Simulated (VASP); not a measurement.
Calculation: PBE GGA, VASP's PBE PAW potentials (set 64) (plane waves; VASP 6.6.1).

A VASP calculation is set up with these files.

INCAR:
```
! general
SYSTEM   =  Y
PREC     =  Accurate
ENCUT    =  150
LREAL    =  .FALSE.
LASPH    =  .TRUE.

! electronic loop
EDIFF    =  1E-03
NELM     =  100
ALGO     =  Normal
LMAXMIX  =  4

! smearing
ISMEAR   =  -1
SIGMA    =  0.2

! functional
GGA      =  PE

! ions
ISIF     =  2

! output
LWAVE    =  .FALSE.
LCHARG   =  .FALSE.
```

### POSCAR
```
Y
1.0
  3.6212220000   0.0000000000   0.0000000000
 -1.8106110000   3.1360700000   0.0000000000
  0.0000000000   0.0000000000  11.6513050000
Y
4
Direct
  0.0016900000  -0.0026250000  -0.0008030000
 -0.0016960000   0.0002940000   0.4998380000
  0.3274900000   0.6618990000   0.2511630000
  0.6725150000   0.3404320000   0.7498020000
```

### KPOINTS
```
Automatic mesh
0
gamma
 8 8 8
0 0 0
```

POTCAR, in this order: Y_sv (PBE.64 set). Program: vasp_std.

At this cut-off the stress carries a Pulay error, which pulls relaxed volumes low. Gaps are read on the run's mesh, which can miss a band edge.

**Question.** Predict the energy per atom (σ→0), pressure, largest force, band gap (on the k-mesh).

**Answer.** 
energy per atom (σ→0): -619.4 kJ/mol-atom
band gap (on the k-mesh): none (metal, semimetal or under 0.01 eV)
pressure: -10.02 GPa
largest force: 0.100 eV/Å

### OSZICAR
```
...
DAV:   5    -0.271121675346E+02   -0.21987E-01   -0.21005E-01 20020   0.139E+00    0.377E+01
DAV:   6    -0.262800543291E+02    0.83211E+00   -0.10854E+00 14304   0.578E+00    0.228E+01
DAV:   7    -0.261386406620E+02    0.14141E+00   -0.22401E+00 16476   0.748E+00    0.371E+00
DAV:   8    -0.261212375147E+02    0.17403E-01   -0.79045E-01 17424   0.309E+00    0.247E+00
DAV:   9    -0.260965144785E+02    0.24723E-01   -0.21138E-01 16566   0.200E+00    0.586E-01
DAV:  10    -0.260968837486E+02   -0.36927E-03   -0.13918E-02 17780   0.542E-01    0.313E-01
DAV:  11    -0.260969810213E+02   -0.97273E-04   -0.37929E-03 10482   0.274E-01
   1 F= -.26096981E+02 E0= -.25679853E+02  d E =-.834256E+00
```

The structure was generated: Y was put into an ordered model structure, which need not be its known phase. The cell was not relaxed at this level, atoms are displaced from their ideal sites. The run is one of a series of settings (EDIFF = 1E-03, ENCUT = 150, ISMEAR = -1, SIGMA = 0.2, KPOINTS 8×8×8 Γ-centred mesh against the base run), some of them coarse on purpose. VASP warned that the highest band is occupied, so more bands are needed.
